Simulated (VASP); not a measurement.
Calculation: r2SCAN+rVV10, VASP's PBE PAW potentials (set 64) (plane waves; VASP).

VASP input:

### POSCAR
```
Ni
1
    0.0000000000     1.7182085962     1.7182085962
    1.7182085962     0.0000000000     1.7182085962
    1.7182085962     1.7182085962     0.0000000000
Ni
1
Direct
  0.0000000000   0.0000000000   0.0000000000
```

### INCAR
```
ALGO = Normal
BPARAM = 11.95
CPARAM = 0.0093
EDIFF = 1E-7
ENCUT = 520
ISIF = 2
ISMEAR = 1
ISPIN = 2
LASPH = .TRUE.
LCHARG = .FALSE.
LMAXMIX = 4
LMIXTAU = .TRUE.
LORBIT = 10
LREAL = .FALSE.
LUSE_VDW = .TRUE.
LWAVE = .FALSE.
MAGMOM = 0.8
METAGGA = R2SCAN
NELM = 100
PREC = Accurate
SIGMA = 0.1
SYSTEM = Ni
```

KPOINTS:
```
kpoints
0
G
 18 18 18
0 0 0
```

POTCAR, in this order: Ni (PBE.64 set). Program: vasp_std.

Output of the run:

OUTCAR:
```
 ion  position               nearest neighbor table
   1  0.000  0.000  0.000-
  LATTYP: Found a face centered cubic cell.
 ALAT       =     3.4364171924
 Subroutine PRICEL returns:
 Original cell was already a primitive cell.
 Subroutine GETGRP returns: Found 48 space group operations
The static configuration has the point symmetry O_h .
The dynamic configuration has the point symmetry O_h .
The overall configuration has the point symmetry O_h .
 Subroutine INISYM returns: Found 48 space group operations
 Subroutine IBZKPT returns following result:
 Found    195 irreducible k-points:

 Following reciprocal coordinates:
            Coordinates               Weight
  0.000000  0.000000  0.000000      1.000000
  0.055556  0.000000  0.000000      8.000000
  0.111111  0.000000  0.000000      8.000000
  0.166667  0.000000  0.000000      8.000000
  0.222222  0.000000  0.000000      8.000000
  0.277778  0.000000  0.000000      8.000000
  0.333333  0.000000  0.000000      8.000000
  0.388889  0.000000  0.000000      8.000000
  0.444444  0.000000  0.000000      8.000000
  0.500000  0.000000  0.000000      4.000000
  0.055556  0.055556  0.000000      6.000000
  0.111111  0.055556  0.000000     24.000000
  0.166667  0.055556  0.000000     24.000000
  0.222222  0.055556  0.000000     24.000000
  0.277778  0.055556  0.000000     24.000000
  0.333333  0.055556  0.000000     24.000000
  0.388889  0.055556  0.000000     24.000000
  0.444444  0.055556  0.000000     24.000000
  0.500000  0.055556  0.000000     24.000000
 -0.444444  0.055556  0.000000     24.000000
 -0.388889  0.055556  0.000000     24.000000
 -0.333333  0.055556  0.000000     24.000000
 -0.277778  0.055556  0.000000     24.000000
 -0.222222  0.055556  0.000000     24.000000
...
```

File OSZICAR:
```
       N       E                     dE             d eps       ncg     rms          rms(c)
DAV:   1     0.165372418145E+02    0.16537E+02   -0.49997E+03  7124   0.149E+03
DAV:   2    -0.135378037074E+02   -0.30075E+02   -0.28827E+02  7111   0.174E+02
DAV:   3    -0.140291461638E+02   -0.49134E+00   -0.49072E+00  8149   0.300E+01
DAV:   4    -0.140343042646E+02   -0.51581E-02   -0.51575E-02  8226   0.260E+00
DAV:   5    -0.140344312920E+02   -0.12703E-03   -0.12702E-03  8072   0.346E-01    0.115E+01
DAV:   6    -0.121956458297E+02    0.18388E+01   -0.27770E+01  7450   0.901E+01    0.828E+00
DAV:   7    -0.117190613830E+02    0.47658E+00   -0.74239E+00  7480   0.386E+01    0.260E+00
DAV:   8    -0.117022266531E+02    0.16835E-01   -0.23631E-02  7134   0.206E+00    0.171E+00
DAV:   9    -0.116956120411E+02    0.66146E-02   -0.48870E-02  7858   0.332E+00    0.542E-01
DAV:  10    -0.116965746588E+02   -0.96262E-03   -0.38385E-02  8198   0.264E+00    0.318E-01
DAV:  11    -0.116963969326E+02    0.17773E-03   -0.34564E-03  7898   0.893E-01    0.121E-01
DAV:  12    -0.116964151988E+02   -0.18266E-04   -0.12195E-03  7585   0.483E-01    0.241E-02
DAV:  13    -0.116964183091E+02   -0.31103E-05   -0.58246E-05  8015   0.999E-02    0.106E-02
DAV:  14    -0.116964201979E+02   -0.18888E-05   -0.21591E-06  8155   0.160E-02    0.635E-03
DAV:  15    -0.116964204111E+02   -0.21315E-06   -0.19125E-06  7439   0.213E-02    0.296E-03
DAV:  16    -0.116964208259E+02   -0.41479E-06   -0.34881E-07  4125   0.743E-03    0.252E-04
DAV:  17    -0.116964208121E+02    0.13709E-07   -0.16684E-08  3634   0.179E-03
   1 F= -.11696421E+02 E0= -.11696507E+02  d E =0.259442E-03  mag=     0.7198
```

File OUTCAR:
```
------------------------ aborting loop because EDIFF is reached ----------------------------------------
  FORCE on cell =-STRESS in cart. coord.  units (eV):
  Direction    XX          YY          ZZ          XY          YZ          ZX
  --------------------------------------------------------------------------------------
  Total        0.4382770      0.4382770      0.4382770     -0.0000000      0.0000000     -0.0000000
  in kB       69.2152274     69.2152274     69.2152274     -0.0000000      0.0000000     -0.0000000
  external PRESSURE =      69.2152274 kB  Pullay stress =       0.0000000 kB
  volume of cell :       10.15
      direct lattice vectors                 reciprocal lattice vectors
     0.000000000  1.718208596  1.718208596    -0.291000756  0.291000756  0.291000756
     1.718208596  0.000000000  1.718208596     0.291000756 -0.291000756  0.291000756
     1.718208596  1.718208596  0.000000000     0.291000756  0.291000756 -0.291000756
 POSITION                                       TOTAL-FORCE (eV/Angst)
 -----------------------------------------------------------------------------------
      0.00000      0.00000      0.00000         0.000000      0.000000      0.000000
 -----------------------------------------------------------------------------------
    total drift:                                0.000000     -0.000000     -0.000000
  FREE ENERGIE OF THE ION-ELECTRON SYSTEM (eV)
  ---------------------------------------------------
  free  energy   TOTEN  =       -11.6964208121 eV

  energy  without entropy=      -11.6966802543  energy(sigma->0) =      -11.69650729

 total charge

# of ion       s       p       d       tot
------------------------------------------
    1        0.547   0.587   8.345   9.479

 magnetization (x)

# of ion       s       p       d       tot
------------------------------------------
    1       -0.010  -0.045   0.788   0.734
```
(Selected blocks of OUTCAR.)

The compound is Ni in the fcc structure. This cell is one point of a volume scan, at 0.97 of the reference volume.
